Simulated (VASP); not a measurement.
# Li(110), as cut: electronic structure

How does Li(110) behave as a surface?

Method: LDA; plane waves and PAW (Li), in VASP 6.6.1.

### Step 1. The structure

The cell holds 7 atoms: 7 Li. Cell: a = 3.022 Å, b = 3.022 Å, c = 32.807 Å, α = 90.0°, β = 90.0°, γ = 70.5°. Vacuum lies along c.

Structure file:

```cif
data_structure
_symmetry_space_group_name_H-M 'P 1'
_symmetry_Int_Tables_number 1
_cell_length_a 3.0224
_cell_length_b 3.0224
_cell_length_c 32.8068
_cell_angle_alpha 90.000
_cell_angle_beta 90.000
_cell_angle_gamma 70.529
_cell_volume 282.55
loop_
_atom_site_label
_atom_site_type_symbol
_atom_site_fract_x
_atom_site_fract_y
_atom_site_fract_z
_atom_site_occupancy
Li1 Li 0.00000 0.00000 0.27433 1
Li2 Li 0.50000 0.50000 0.34956 1
Li3 Li 0.00000 0.00000 0.42478 1
Li4 Li 0.50000 0.50000 0.50000 1
Li5 Li 0.00000 0.00000 0.57522 1
Li6 Li 0.50000 0.50000 0.65044 1
Li7 Li 0.00000 0.00000 0.72567 1
```

### Step 2. Potential and states of the slab

A static run writes the electrostatic potential without exchange and correlation (LVHAR), which is flat in the vacuum and gives the level to count from. The dipole correction cancels the field that unlike faces would set up across the vacuum.

Contents of INCAR:

```
SYSTEM = Li
PREC = Normal
ENCUT = 300
EDIFF = 1E-06
NELM = 120
ISMEAR = -1
SIGMA = 0.1
LREAL = .FALSE.
ALGO = Fast
GGA = CA
NBANDS = 21
LORBIT = 11
LWAVE = .FALSE.
LCHARG = .TRUE.
IDIPOL = 3
LDIPOL = .TRUE.
DIPOL = 0.5 0.5 0.5
LVHAR = .TRUE.
LVACPOTAV = .TRUE.
LELF = .TRUE.
NEDOS = 1500
```

Contents of POSCAR:

```
Li
1.0
    2.4678026663     -1.7450000000      0.0000000000
    2.4678026663      1.7450000000      0.0000000000
    0.0000000000      0.0000000000     32.8068159980
Li
7
Direct
    0.0000000000      0.0000000000      0.2743332361
    0.5000000000      0.5000000000      0.3495554908
    0.0000000000      0.0000000000      0.4247777454
    0.5000000000      0.5000000000      0.5000000000
    0.0000000000      0.0000000000      0.5752222546
    0.5000000000      0.5000000000      0.6504445092
    0.0000000000      0.0000000000      0.7256667639
```

Contents of KPOINTS:

```
Automatic mesh
0
Gamma
14 14 1
0 0 0
```

Contents of KPOINTS_OPT:

```
Line mode
14
Line-mode
Reciprocal
  0.00000000   0.00000000   0.00000000 GAMMA
  0.37500000  -0.37500000   0.00000000 X

  0.37500000  -0.37500000   0.00000000 X
  0.62500000   0.37500000   0.00000000 A1

  0.62500000   0.37500000   0.00000000 A1
  0.50000000   0.50000000   0.00000000 Y

  0.50000000   0.50000000   0.00000000 Y
  0.00000000   0.00000000   0.00000000 GAMMA
```

The projector-augmented-wave data sets are Li (LDA family, release 64).

Launch:

```console
$ mpirun -np 2 vasp_std
```

Output:

```text
[banner, memory and clock lines left out]
running    2 mpi-ranks, on    1 nodes
 distrk:  each k-point on    2 cores,    1 groups
 distr:  one band on    1 cores,    2 groups

 POSCAR found type information on POSCAR Li
 POSCAR found :  1 types and       7 ions
 LDA part: xc-table for (Slater(with rela. corr.)+CA(PZ))
 , standard interpolation
|                                                                             |
|           W    W    AA    RRRRR   N    N  II  N    N   GGGG   !!!           |
|           W    W   A  A   R    R  NN   N  II  NN   N  G    G  !!!           |
|           W    W  A    A  R    R  N N  N  II  N N  N  G       !!!           |
|           W WW W  AAAAAA  RRRRR   N  N N  II  N  N N  G  GGG   !            |
|           WW  WW  A    A  R   R   N   NN  II  N   NN  G    G                |
|           W    W  A    A  R    R  N    N  II  N    N   GGGG   !!!           |
|                                                                             |
|     The number of bands has been changed from the values supplied in        |
|     The orbitals not found in the WAVECAR file will be initialized with     |
|     random numbers, which is usually adequate. For correlated               |
|     calculations, however, you should redo the groundstate calculation.     |
|     I found NBANDS = 21. Now, NBANDS = 22.                                  |
|                                                                             |

 POSCAR, INCAR and KPOINTS ok, starting setup
 FFT: planning ... GRIDC
 FFT: planning ... GRID_SOFT
 FFT: planning ... GRID
 WAVECAR not read
 entering main loop
       N       E                     dE             d eps       ncg     rms          rms(c)
DAV:   1    -0.693047102570E+01   -0.69305E+01   -0.13101E+03  2508   0.120E+02
DAV:   2    -0.143118531659E+02   -0.73814E+01   -0.71027E+01  3370   0.255E+01
DAV:   3    -0.146371052151E+02   -0.32525E+00   -0.32181E+00  3292   0.431E+00
DAV:   4    -0.146479382836E+02   -0.10833E-01   -0.10828E-01  3314   0.815E-01
DAV:   5    -0.146485376911E+02   -0.59941E-03   -0.59939E-03  3608   0.192E-01    0.140E+00
RMM:   6    -0.150638424522E+02   -0.41530E+00   -0.68602E-02  3169   0.389E-01    0.253E+00
RMM:   7    -0.138736814632E+02    0.11902E+01   -0.11458E-02  2728   0.185E-01    0.621E-01
RMM:   8    -0.137482129157E+02    0.12547E+00   -0.14352E-02  3130   0.203E-01    0.493E-01
RMM:   9    -0.137536382828E+02   -0.54254E-02   -0.30614E-03  2934   0.961E-02    0.294E-01
RMM:  10    -0.137104854820E+02    0.43153E-01   -0.36649E-03  3247   0.105E-01    0.147E-01
RMM:  11    -0.137100111304E+02    0.47435E-03   -0.53127E-04  3102   0.462E-02    0.498E-02
RMM:  12    -0.137097302117E+02    0.28092E-03   -0.10857E-03  3351   0.540E-02    0.465E-02
RMM:  13    -0.137102348965E+02   -0.50468E-03   -0.11044E-04  3138   0.220E-02    0.192E-02
RMM:  14    -0.137110631578E+02   -0.82826E-03   -0.10371E-04  3296   0.168E-02    0.167E-02
RMM:  15    -0.137111748281E+02   -0.11167E-03   -0.26145E-05  3251   0.999E-03    0.776E-03
RMM:  16    -0.137113632646E+02   -0.18844E-03   -0.16599E-05  3534   0.670E-03    0.289E-03
RMM:  17    -0.137113735782E+02   -0.10314E-04   -0.33490E-06  3333   0.405E-03    0.191E-03
RMM:  18    -0.137113934701E+02   -0.19892E-04   -0.24574E-06  3308   0.248E-03    0.109E-03
RMM:  19    -0.137113969410E+02   -0.34708E-05   -0.41739E-07  2972   0.148E-03    0.449E-04
RMM:  20    -0.137114095239E+02   -0.12583E-04   -0.23628E-07  3035   0.853E-04    0.293E-04
RMM:  21    -0.137114112093E+02   -0.16854E-05   -0.36625E-08  2745   0.479E-04    0.177E-04
RMM:  22    -0.137114125260E+02   -0.13167E-05   -0.38721E-08  2623   0.354E-04    0.773E-05
RMM:  23    -0.137114125931E+02   -0.67192E-07   -0.36606E-09  2240   0.276E-04
|                                                                             |
|           W    W    AA    RRRRR   N    N  II  N    N   GGGG   !!!           |
|           W    W   A  A   R    R  NN   N  II  NN   N  G    G  !!!           |
|           W    W  A    A  R    R  N N  N  II  N N  N  G       !!!           |
|           W WW W  AAAAAA  RRRRR   N  N N  II  N  N N  G  GGG   !            |
|           WW  WW  A    A  R   R   N   NN  II  N   NN  G    G                |
|           W    W  A    A  R    R  N    N  II  N    N   GGGG   !!!           |
|                                                                             |
|     Did not find any points to average over, which means that no vacuum     |
|     field-free region was found. Please increase the size of  your cell     |
|     in the dimension of the dipole correction to obtain accurate            |
|     workfunction values.                                                    |
|                                                                             |

   1 F= -.13711413E+02 E0= -.13649259E+02  d E =-.124307E+00
 Start KPOINTS_OPT (optional k-point list driver)
k-point batch [1-56\56]
       N       E                     dE             ncg
DAV:   1    -0.101303209491E+03   -0.86154E+04     2472
DAV:   2    -0.555495547954E+03   -0.45419E+03     3428
DAV:   3    -0.580754750638E+03   -0.25259E+02     3202
DAV:   4    -0.581137708594E+03   -0.38296E+00     3166
DAV:   5    -0.581144402399E+03   -0.66938E-02     3242
DAV:   6    -0.581144620168E+03   -0.21777E-03     3154
DAV:   7    -0.581144629034E+03   -0.88665E-05     3186
DAV:   8    -0.581144629368E+03   -0.33319E-06     2130
```

The job ended after 38 s (2 MPI ranks of Intel Xeon 6975P-C (Granite Rapids), shared host; peak memory 0.4 GiB; 74 s of CPU time).

Lines that name or quote the potential files are left out of all logs, and their timing lines are given in words.

From OUTCAR (step 2):

```text
ion  position               nearest neighbor table
   1  0.000  0.000  0.274-   2 3.02   2 3.02
   2  0.500  0.500  0.350-   3 3.02   3 3.02   1 3.02   1 3.02
   3  0.000  0.000  0.425-   2 3.02   4 3.02   2 3.02   4 3.02
   4  0.500  0.500  0.500-   3 3.02   5 3.02   3 3.02   5 3.02
   5  0.000  0.000  0.575-   4 3.02   6 3.02   4 3.02   6 3.02
   6  0.500  0.500  0.650-   5 3.02   5 3.02   7 3.02   7 3.02
   7  0.000  0.000  0.726-   6 3.02   6 3.02

  LATTYP: Found a base centered orthorhombic cell.
 ALAT       =     3.4900000000
 B/A-ratio  =     1.4142135623
 C/A-ratio  =     9.4002338103

 Subroutine GETGRP returns: Found  8 space group operations
 (whereof  8 operations were pure point group operations)

The static configuration has the point symmetry D_2h.

 Found     57 irreducible k-points:

   k-points           NKPTS =     57   k-points in BZ     NKDIM =     57   number of bands    NBANDS=     22

   dimension x,y,z NGX =    14 NGY =   14 NGZ =  140
   dimension x,y,z NGXF=    28 NGYF=   28 NGZF=  280

   ENCUT  =  300.0 eV  22.05 Ry    4.70 a.u.   4.27  4.27 46.33*2*pi/ulx,y,z

   NELECT =       7.0000    total number of electrons

 k-points in reciprocal lattice and weights: Automatic mesh
   0.00000000  0.00000000  0.00000000       0.005
   0.07142857  0.00000000  0.00000000       0.020
   0.14285714  0.00000000  0.00000000       0.020
   0.21428571  0.00000000  0.00000000       0.020
   0.28571429  0.00000000  0.00000000       0.020
   0.35714286  0.00000000  0.00000000       0.020
   0.42857143  0.00000000  0.00000000       0.020
   0.50000000  0.00000000  0.00000000       0.010
   0.07142857  0.07142857  0.00000000       0.010
[...]
-0.42857143  0.42857143  0.00000000       0.010
   0.50000000  0.50000000  0.00000000       0.005

 dipolmoment           0.000000      0.000000      0.000000 electrons x Angstroem

 average (electrostatic) potential at core
       1 -33.7748       2 -33.3280       3 -33.3004       4 -33.3082       5 -33.3004
       6 -33.3280       7 -33.7748

 E-fermi :  -1.2973

 k-point     1 :       0.0000    0.0000    0.0000
  band No.  band energies     occupation
    ...
      3      -4.1128      2.00000
      4      -3.5705      2.00000
      5      -2.8818      2.00000
      6      -2.0980      1.99933
      7      -1.3705      1.35037
      8      -1.0460      0.14981
      9       1.5434      0.00000
     10       1.7276      0.00000
     11       2.2413      0.00000
     12       2.9100      0.00000
    ...

 k-point     2 :       0.0714    0.0000    0.0000
  band No.  band energies     occupation
    ...
      3      -4.0420      2.00000
      4      -3.4991      2.00000
      5      -2.8089      2.00000
      6      -2.0212      1.99856
      7      -1.2851      0.93877
      8      -0.9531      0.06201
      9       1.6179      0.00000
     10       1.8115      0.00000
     11       2.3032      0.00000
     12       2.9788      0.00000
    ...

 k-point     3 :       0.1429    0.0000    0.0000
  band No.  band energies     occupation
    ...
      2      -4.1997      2.00000
      3      -3.8301      2.00000
      4      -3.2860      2.00000
      5      -2.5920      2.00000
      6      -1.7937      1.98612
      7      -1.0314      0.13080
      8      -0.6747      0.00395
      9       1.8209      0.00000
     10       2.0577      0.00000
     11       2.4808      0.00000
    ...

  Total       -0.9650667     -1.2699010     -1.4642479      0.0000000      0.0000000      0.0000000
  in kB       -5.4722760     -7.2007962     -8.3028131      0.0000000      0.0000000      0.0000000
  external PRESSURE =      -6.9919618 kB  Pullay stress =       0.0000000 kB

  energy-cutoff  :      300.00
  volume of cell :      282.55
      direct lattice vectors                 reciprocal lattice vectors
     2.467802666 -1.745000000  0.000000000     0.202609393 -0.286532951  0.000000000
     2.467802666  1.745000000  0.000000000     0.202609393  0.286532951  0.000000000
     0.000000000  0.000000000 32.806815998     0.000000000  0.000000000  0.030481471

 POSITION                                       TOTAL-FORCE (eV/Angst)
 -----------------------------------------------------------------------------------
      0.00000      0.00000      9.00000         0.000000      0.000000      0.144704
      2.46780      0.00000     11.46780         0.000000      0.000000     -0.062106
      0.00000      0.00000     13.93561        -0.000000      0.000000     -0.013425
      2.46780      0.00000     16.40341        -0.000000     -0.000000      0.000000
      0.00000      0.00000     18.87121        -0.000000      0.000000      0.013425
      2.46780      0.00000     21.33901         0.000000      0.000000      0.062106
      0.00000      0.00000     23.80682         0.000000      0.000000     -0.144704
 -----------------------------------------------------------------------------------
    total drift:                               -0.000000      0.000000     -0.000000

  FREE ENERGIE OF THE ION-ELECTRON SYSTEM (eV)
  ---------------------------------------------------
  free  energy   TOTEN  =       -13.7114125931 eV

  energy  without entropy=      -13.5871051836  energy(sigma->0) =      -13.64925889

 vacuum level on the upper side and lower side of the slab         2.050         2.050

 total charge
# of ion       s       p       d       tot
------------------------------------------
    1        0.115   0.085   0.000   0.200
    2        0.109   0.110   0.000   0.219
    3        0.111   0.110   0.000   0.220
    4        0.111   0.109   0.000   0.220
    5        0.111   0.110   0.000   0.220
    6        0.109   0.110   0.000   0.219
    7        0.115   0.085   0.000   0.200
--------------------------------------------------
tot          0.780   0.718   0.000   1.499

[... 3 further parts left out ...]
```

This run has no spin polarisation. Its electron count is odd, so without a moment it is a metal by construction.

Numbers from this step:

- electronic cycles: 23
- electrons: 7
- free energy (TOTEN): -13.71 eV
- energy at zero smearing: -13.65 eV
- Fermi energy: -1.297 eV
- labelled metallic, from the levels on this mesh: yes
- DOS at the Fermi level: 3.826 states/eV/cell
- dipole moment: 0, 0, 0 e·Å
- vacuum levels: 2.05, 2.05 eV
- work functions of the upper and lower face: 3.347, 3.347 eV

The electronic bands at the labelled points (eV, zero at the Fermi level; # counts the bands kept):

| point | #1 | #2 | #3 | #4 |
| --- | --- | --- | --- | --- |
| Γ | -3.39 | -3.18 | -2.82 | -2.27 |
| 0.46 of the way | -2.28 | -2.08 | -1.71 | -1.17 |
| X | 1.08 | 1.33 | 1.78 | 1.94 |
| 0.46 of the way | 0.01 | 0.03 | 0.08 | 0.13 |
| A1 | 1.08 | 1.33 | 1.78 | 1.94 |
| 0.46 of the way | 0.54 | 0.79 | 1.24 | 1.90 |
| Y | 0.32 | 0.57 | 1.02 | 1.68 |
| 0.46 of the way | -2.05 | -1.84 | -1.46 | -0.90 |
| Γ | -3.39 | -3.18 | -2.82 | -2.27 |

Means over bins of 0.045 eV. The density of states by energy, zero at the Fermi level; read off at these points; values in states/eV/cell:

| energy (eV) | total | Li s | Li p |
| --- | --- | --- | --- |
| -4.250 | 0 | 0 | 0 |
| -4.000 | 7.3e-4 | 1.0e-4 | 0 |
| -3.750 | 0.0149 | 0.00269 | 0 |
| -3.500 | 0.140 | 0.0255 | 0.00164 |
| -3.250 | 0.556 | 0.0993 | 0.00929 |
| -3.000 | 0.946 | 0.162 | 0.0248 |
| -2.750 | 1.28 | 0.208 | 0.0483 |
| -2.500 | 1.45 | 0.224 | 0.0718 |
| -2.250 | 1.75 | 0.255 | 0.108 |
| -2.000 | 1.84 | 0.253 | 0.132 |
| -1.750 | 2.07 | 0.265 | 0.175 |
| -1.500 | 2.24 | 0.268 | 0.210 |
| -1.250 | 2.35 | 0.260 | 0.248 |
| -1.000 | 2.63 | 0.267 | 0.307 |
| -0.750 | 2.70 | 0.247 | 0.344 |
| -0.500 | 2.95 | 0.242 | 0.407 |
| -0.250 | 3.17 | 0.226 | 0.478 |
| 0.000 | 3.83 | 0.219 | 0.632 |
| 0.250 | 3.93 | 0.166 | 0.703 |
| 0.500 | 4.27 | 0.140 | 0.808 |
| 0.679 | 4.58 | 0.138 | 0.883 |
| 0.750 | 4.41 | 0.127 | 0.855 |
| 1.000 | 3.42 | 0.0803 | 0.671 |
| 1.250 | 2.75 | 0.0532 | 0.544 |
| 1.500 | 3.06 | 0.0489 | 0.627 |
| 1.750 | 2.30 | 0.0312 | 0.468 |
| 2.000 | 1.34 | 0.0162 | 0.274 |
| 2.250 | 1.31 | 0.0129 | 0.267 |
| 2.500 | 1.41 | 0.0140 | 0.288 |
| 2.750 | 1.59 | 0.0412 | 0.274 |
| 3.000 | 3.14 | 0.212 | 0.352 |
| 3.250 | 6.25 | 0.447 | 0.736 |
| 3.296 | 6.41 | 0.450 | 0.769 |
| 3.341 | 6.42 | 0.446 | 0.778 |
| 3.500 | 5.79 | 0.405 | 0.696 |
| 3.750 | 4.79 | 0.301 | 0.582 |
| 4.000 | 4.88 | 0.253 | 0.661 |
| 4.250 | 4.72 | 0.207 | 0.668 |
| 4.500 | 4.47 | 0.175 | 0.600 |
| 4.750 | 4.36 | 0.160 | 0.575 |
| 5.000 | 4.64 | 0.160 | 0.607 |
| 5.250 | 4.44 | 0.148 | 0.596 |
| 5.500 | 5.07 | 0.203 | 0.767 |
| 5.750 | 5.80 | 0.323 | 0.816 |
| 6.000 | 6.75 | 0.407 | 0.876 |
| 6.185 | 6.96 | 0.427 | 0.915 |
| 6.250 | 6.93 | 0.437 | 0.922 |
| 6.500 | 5.62 | 0.374 | 0.841 |
| 6.750 | 4.47 | 0.278 | 0.702 |
| 7.000 | 4.09 | 0.260 | 0.622 |
| 7.250 | 4.60 | 0.279 | 0.746 |
| 7.500 | 4.38 | 0.226 | 0.697 |
| 7.750 | 3.87 | 0.181 | 0.600 |

The planar average of the electrostatic potential oscillates, so the rows of the table below give means over windows of 2.46 Å about each position, cut where the curve ends. Its maxima inside the range that stand out by 2 % of the span (Å: eV): 10.2: 1.98, 12.7: 1.99, 15.1: 1.97, 17.7: 1.97, 20.2: 1.99, 22.6: 1.98. Its minima: 9.0: -3.83, 11.5: -3.53, 13.9: -3.50, 16.4: -3.51, 18.9: -3.50, 21.3: -3.53, 23.8: -3.83.

Zero at the Fermi level. Table of planar average of the electrostatic potential by height; means over each step:

| height (Å) | planar average of the electrostatic potential (eV) |
| --- | --- |
| 1.23 | 3.35 |
| 3.69 | 3.35 |
| 6.15 | 3.18 |
| 8.61 | -0.596 |
| 11.07 | -0.383 |
| 13.53 | -0.356 |
| 15.99 | -0.365 |
| 18.45 | -0.360 |
| 20.91 | -0.377 |
| 23.37 | -0.595 |
| 25.83 | 2.64 |
| 28.29 | 3.34 |
| 30.75 | 3.35 |

Density of states in the PAW spheres, an atom over height of the layer and energy from the Fermi level.

Ten even steps from '0' (0.000 states/eV) to '9' (0.145 states/eV), each cell a mean:
```
9889889
8887888
6667666
5565655
5555555
4444444
3443443
2333332
1322231
0111110
0000000
0000000
0000000
0000000
0000000
0000000
0000000
0000000
0000000
0000000
0000000
0000000
```
Columns: height of the layer (Å) from 9 to 23.8; rows upwards: energy from the Fermi level (eV) from -7.9 to 0.5.

(Continued in part 2 of 2.)

[Lines on the potential files, build, host, timing and source positions are cut from VASP's logs without a mark.]

[Logs are printed without paths, hosts, clocks, repeated set-up lines and the standing remarks that a program may print on its own settings, such as how far it seeks lower states.]

[Hosts, paths, dates, database ids (printed as entryN), source tags and the programs' standing remarks are cut or masked in the printed files.]

[In band tables of VASP the shares of atoms and orbitals are scaled to a sum of 1 inside the atoms' spheres.]

[Runs that stopped without an error message from VASP are left out.]
